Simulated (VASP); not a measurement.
Here is a VASP 6.6.1 calculation.

File INCAR:

```
SYSTEM = GaBiSe3
  ALGO = Fast
  EDIFF = 1E-4
  EDIFFG = -0.08
  ENCUT = 520
  GGA = PE
  IBRION = 2
  ISIF = 3
  ISMEAR = 0
  LASPH = .TRUE.
  LCHARG = .FALSE.
  LREAL = .FALSE.
  LWAVE = .FALSE.
  NELM = 60
  NSW = 24
  PREC = Normal
  SIGMA = 0.15
```

The input KPOINTS:

```
k-points
0
G
  4 4 4
  0 0 0
```

File POSCAR:

```
GaBiSe3
1.0
    2.0000000000      1.1547005400      9.3333333300
   -2.0000000000      1.1547005400      9.3333333300
    0.0000000000     -2.3094010800      9.3333333300
Ga Bi Se
1 1 3
Direct
    0.1880000000      0.1880000000      0.1880000000
    0.3933000000      0.3933000000      0.3933000000
    0.5608000000      0.5608000000      0.5608000000
    0.7977000000      0.7977000000      0.7977000000
    0.0000000000      0.0000000000      0.0000000000
```

Potentials or basis: VASP PAW PBE potentials, release 64 (Ga_d, Bi_d, Se).

Run with:

```console
$ cat potpaw_PBE.64/Ga_d/POTCAR potpaw_PBE.64/Bi_d/POTCAR potpaw_PBE.64/Se/POTCAR > POTCAR
$ mpirun -np 1 vasp_std > vasp.out
```

(1) What does it give for the relaxed cell?

(2) Estimate the band gap on the k mesh.

(3) Estimate the space group after relaxing (to 0.05 Å).

Results:

(1) a = 9.805 Å, b = 9.805 Å, c = 9.805 Å, α = 23.55°, β = 23.55°, γ = 23.55°.

(2) 0.57 eV, indirect (least direct gap 0.69 eV).

(3) R3m (No. 160).

Caveat: the k mesh is coarse (spacing up to 0.46 Å⁻¹), so the values aren't converged; spin-orbit coupling is left out, which as a rule narrows the gap of such compounds by several tenths of an eV.
